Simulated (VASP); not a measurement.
Input:

```
SnO
1.0
    3.91362     0.00000     0.00000
    0.00000     3.91362     0.00000
    0.00000     0.00000     4.83000
Sn O
2 2
Cartesian
  1.95681   0.00000   3.64629
  0.00000   1.95681   1.18371
  1.95681   1.95681   0.00000
  0.00000   0.00000   0.00000
```

These are PBE GGA with D3 dispersion (Becke-Johnson damping), VASP's PBE PAW potentials (set 64) (plane waves; VASP 6.6.1) values and carry that method's errors. Settings: 520 eV cut-off, 6×6×5 Γ-centred mesh, Gaussian smearing of 0.050 eV, potentials Sn_d O.

Q: The ions and cell shape at fixed volume are relaxed. What does this cell relax into?

A: 
```
SnO
1.0
    3.86331     0.00000     0.00000
    0.00000     3.86331     0.00000
    0.00000     0.00000     4.95661
Sn O
2 2
Direct
  0.50000   0.00000   0.76547
  0.00000   0.50000   0.23453
  0.50000   0.50000   0.00000
  0.00000   0.00000   0.00000
```
Space group P4/nmm (129), at a tolerance of 0.03 Å.

Q: How much energy does the relaxation gain?

A: The energy (σ→0) changes by -10.8 meV/atom, in 7 ionic steps.

The compound is SnO in the litharge structure. This cell is one point of a volume scan, at 1.06 of the reference volume. Symmetry was kept, so distortions that lower it aren't found.
